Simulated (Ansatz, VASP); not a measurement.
# Ge (Germanium) in two plane-wave programs, part 3 of 3

Aim: how closely do two programs agree when they are given the same cell, functional and k mesh? The structure shown is the end of the Ansatz relaxation below.

VASP 6.6.1 and Ansatz 0.2.0.

So far: The starting structure; Ansatz: relaxation, r2SCAN; VASP: single point, r2SCAN.

This is not the structure that Ge takes at ambient pressure and room temperature (diamond type); it is a model or a phase of other conditions.

### Step 3. VASP: single point, r2SCAN (continued)

Level of this step: r2SCAN; plane waves and PAW (Ge_d) (VASP).

Numbers of over 12 decimals in the logs are rounded to 6 here.

Parts of OUTCAR (step 3):

```text
ion  position               nearest neighbor table
   1  0.500  0.500  0.500-   2 2.49   2 2.49   2 2.49   2 2.49
   2  0.750  0.750  0.750-   1 2.49   1 2.49   1 2.49   1 2.49

  LATTYP: Found a body centered tetragonal cell.
 ALAT       =     4.1323721457
 C/A-ratio  =     1.3441948810

 Subroutine GETGRP returns: Found  4 space group operations
 (whereof  2 operations were pure point group operations)

The static configuration has the point symmetry C_1h.
 The point group associated with its full space group is C_2h.

   k-points           NKPTS =   1728   k-points in BZ     NKDIM =   1728   number of bands    NBANDS=     20

   dimension x,y,z NGX =    32 NGY =   32 NGZ =   32
   dimension x,y,z NGXF=    64 NGYF=   64 NGZF=   64

   ENCUT  =  550.0 eV  40.42 Ry    6.36 a.u.   7.71  7.71  7.90*2*pi/ulx,y,z

   NELECT =      28.0000    total number of electrons

 k-points in reciprocal lattice and weights: Points of the shifted mesh
   0.04166667  0.04166667  0.04166667       0.001
   0.04166667  0.04166667  0.12500000       0.001
   0.04166667  0.04166667  0.20833333       0.001
   0.04166667  0.04166667  0.29166667       0.001
   0.04166667  0.04166667  0.37500000       0.001
   0.04166667  0.04166667  0.45833333       0.001
   0.04166667  0.04166667  0.54166667       0.001
   0.04166667  0.04166667  0.62500000       0.001
   0.04166667  0.04166667  0.70833333       0.001
[...]
0.95833333  0.95833333  0.87500000       0.001
   0.95833333  0.95833333  0.95833333       0.001

 average (electrostatic) potential at core
       1 -79.8531       2 -79.8531

 E-fermi :   4.5257

 k-point     1 :       0.0417    0.0417    0.0417
  band No.  band energies     occupation
    ...
     10     -20.8250      2.00000
     11      -8.5650      2.00000
     12       3.5593      2.00000
     13       4.1842      2.00000
     14       4.4324      2.00000
     15       4.9726      0.00000
     16       6.9376      0.00000
     17       7.2137      0.00000
     18       7.2437      0.00000
     19      11.4095      0.00000
    ...

 k-point     2 :       0.0417    0.0417    0.1250
  band No.  band energies     occupation
    ...
     10     -20.8208      2.00000
     11      -8.4544      2.00000
     12       2.3543      2.00000
     13       4.0559      2.00000
     14       4.0918      2.00000
     15       5.5198      0.00000
     16       7.3320      0.00000
     17       7.4813      0.00000
     18       7.6533      0.00000
     19      11.9353      0.00000
    ...

 k-point     3 :       0.0417    0.0417    0.2083
  band No.  band energies     occupation
    ...
     10     -20.8170      2.00000
     11      -8.1774      2.00000
     12       0.8244      2.00000
     13       3.5948      2.00000
     14       3.7511      2.00000
     15       5.5181      0.00000
     16       7.7266      0.00000
     17       8.0150      0.00000
     18       8.9066      0.00000
     19      12.4988      0.00000
    ...

  Total       -1.0789847     -1.0789847      0.0076563     -0.0012216     -0.0019596     -0.0019596
  in kB      -36.4498170    -36.4498170      0.2586407     -0.0412683     -0.0661985     -0.0662000
  external PRESSURE =     -24.2136644 kB  Pullay stress =       0.0000000 kB

  energy-cutoff  :      550.00
  volume of cell :       47.43
      direct lattice vectors                 reciprocal lattice vectors
     0.000000000  2.922028367  2.777356742    -0.171114013  0.171114013  0.180027287
     2.922028367  0.000000000  2.777356742     0.171114013 -0.171114013  0.180027287
     2.922028367  2.922028367  0.000000000     0.171114013  0.171114013 -0.180027287

 POSITION                                       TOTAL-FORCE (eV/Angst)
 -----------------------------------------------------------------------------------
      2.92185      2.92185      2.77728         0.000041      0.000041      0.000103
      4.38322      4.38322      4.16611        -0.000041     -0.000041     -0.000103
 -----------------------------------------------------------------------------------
    total drift:                               -0.000000     -0.000000     -0.000000

  FREE ENERGIE OF THE ION-ELECTRON SYSTEM (eV)
  ---------------------------------------------------
  free  energy   TOTEN  =       -27.7147557487 eV

  energy  without entropy=      -27.7147557487  energy(sigma->0) =      -27.71475575

 total charge
# of ion       s       p       d       tot
------------------------------------------
    1        1.109   1.241  10.015  12.365
    2        1.109   1.241  10.015  12.365
--------------------------------------------------
tot          2.217   2.482  20.031  24.731

[... 3 further parts left out ...]
```

The run ends at a pressure of -2.42 GPa, with forces up to 1.2e-4 eV/Å.

### Step 4. Differences

Known differences besides the potentials themselves: VASP keeps PBE cores, Ansatz makes them for the functional; the cutoff is 500 eV in Ansatz and 550 eV in VASP; Ansatz's pressure holds a Pulay correction, VASP's none. Total energies have different zeros and are not compared.

Both answers:

```csv
quantity,Ansatz,VASP,difference
pressure (GPa),-2.47,-2.42,-0.05
gap on the k mesh (eV),0.204,0.187,+0.018
```

A gap on the mesh is an upper bound, since the band edges may lie between its points.

### Step 5. Results

```yaml
difference_in_gap_on_the_k_mesh_single_point_r2scan: 0.018 eV
```

What this shows: The difference in gap on the k mesh is 0.018 eV (single point, r2SCAN), within the 0.08 eV picked in this series as the mark of a large difference. Such differences can come from data sets, numerical settings and the points named under the comparisons, not from the functional's error against experiment.

[Lines on the potential files, build, host, timing and source positions are cut from VASP's logs without a mark.]

[Logs are printed without paths, hosts, clocks, repeated set-up lines and the standing remarks that a program may print on its own settings, such as how far it seeks lower states.]

[Hosts, paths, dates, database ids (printed as entryN), source tags and the programs' standing remarks are cut or masked in the printed files.]
